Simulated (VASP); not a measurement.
Input of a VASP 6.6.1 run:

File INCAR:

```
SYSTEM = Nb2SnC
ALGO = Normal
EDIFF = 1E-6
EDIFFG = -0.01
ENCUT = 600
IBRION = 2
ISIF = 3
ISMEAR = 1
KPAR = 2
LASPH = .True.
LCHARG = .False.
LMIXTAU = .True.
LREAL = .False.
LWAVE = .False.
METAGGA = R2SCAN
NELM = 80
NSW = 90
PREC = Accurate
SIGMA = 0.1
```

The input KPOINTS:

```
k-points
0
Gamma
  15 15 3
  0 0 0
```

File POSCAR:

```
Nb2SnC
1.0
    3.2832070688      0.0000000000      0.0000000000
   -1.6416035344      2.8433407275      0.0000000000
    0.0000000000      0.0000000000     13.7686115800
Nb Sn C
4 2 2
Direct
    0.3333333300      0.6666666700      0.0833157100
    0.3333333300      0.6666666700      0.4166842900
    0.6666666700      0.3333333300      0.5833157100
    0.6666666700      0.3333333300      0.9166842900
    0.3333333300      0.6666666700      0.7500000000
    0.6666666700      0.3333333300      0.2500000000
    0.0000000000      0.0000000000      0.0000000000
    0.0000000000      0.0000000000      0.5000000000
```

Potentials or basis: VASP PAW PBE potentials, release 64 (Nb_sv, Sn_d, C).

Run with:

```console
$ cat potpaw_PBE.64/Nb_sv/POTCAR potpaw_PBE.64/Sn_d/POTCAR potpaw_PBE.64/C/POTCAR > POTCAR
$ mpirun -np 2 vasp_std > vasp.out
```

**Question.** Predict the relaxed volume.

**Answer.** 15.91 Å³/atom.

**Question.** Estimate the space group after relaxing (to 0.05 Å).

**Answer.** P6_3/mmc (No. 194).

The path:
| step | energy change (eV) | largest force (eV/Å) | pressure (GPa) | volume (Å³) |
| --- | --- | --- | --- | --- |
| 1 | 0.0000 | 0.3715 | -2.43 | 128.53 |
| 2 | 0.0403 | 0.4272 | 5.73 | 124.05 |
| 3 | -0.0184 | 0.1039 | 0.28 | 126.89 |
| 4 | -0.0207 | 0.0209 | 0.05 | 127.18 |
| 5 | -0.0208 | 0.0102 | -0.02 | 127.29 |
| 6 | -0.0208 | 0.0126 | -0.02 | 127.30 |
| 7 | -0.0209 | 0.0044 | -0.03 | 127.28 |

Caveat: the PAW data sets were made with another functional, which shifts forces and pressure a little.
